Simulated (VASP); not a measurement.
# Ti2O3 (a cell with a defect) (Rutile): single point with LDA

Crystal: Ti2O3 (a cell with a defect) (Rutile).

```
Ti O
1.0
     4.59220    0.00000    0.00000
     0.00000    4.59220    0.00000
     0.00000    0.00000    2.95740
Ti O
2 3
Direct
  0.00000 0.00000 0.00000
  0.50000 0.50000 0.50000
  0.30496 0.30496 0.00000
  0.82142 0.17858 0.50000
  0.69504 0.69504 0.00000
```

```json
{
  "Program": "VASP 6.6.1",
  "Task": "single point",
  "Functional": "LDA",
  "Potentials or basis": "VASP PAW LDA potentials, release 64 (Ti_sv, O)",
  "Cutoff": "520 eV",
  "k mesh": "3 × 3 × 4",
  "Occupations": "fermi-dirac, width 0.1 eV",
  "Spin": "no spin polarisation",
  "Dipole correction": "no",
  "Further INCAR settings": "ALGO = Normal; EDIFF = 1e-06; NBANDS = 29"
}
```

The pressure is -6.8 GPa. The largest force is 0.978 eV/Å and the band gap on the k mesh is none (metal or under the smearing width).

Forces in eV/Å, atoms in the order of the input:
```
Ti  -0.429  0.429  0.000
Ti   0.691 -0.691  0.000
O   -0.422 -0.233  0.000
O   -0.074  0.074  0.000
O    0.233  0.422  0.000
```

Stress tensor (GPa, compression positive):
```
-8.66  1.14  0.00
 1.14 -8.66  0.00
 0.00  0.00 -3.06
```

Levels at points of the mesh, in eV from the Fermi level:
| k point | band 19 | band 20 | band 21 | band 22 | band 23 | band 24 |
| --- | --- | --- | --- | --- | --- | --- |
| (0.00, 0.00, 0.00) | -3.58 | -2.62 | -1.18 | 0.12 | 0.73 | 0.75 |
| (0.00, 0.00, 0.50) | -4.58 | -4.00 | -0.13 | -0.07 | 0.75 | 1.29 |

Run time: 42 s on 1 thread of AMD EPYC 7R43 64-Core Processor (Zen 3) (shared host), peak memory 0.12 GiB.

Caveat: the k mesh is coarse (spacing up to 0.53 Å⁻¹), so the values aren't converged; semilocal functionals often make such compounds metallic where correlation or magnetic order opens a gap, which also shifts bond lengths.
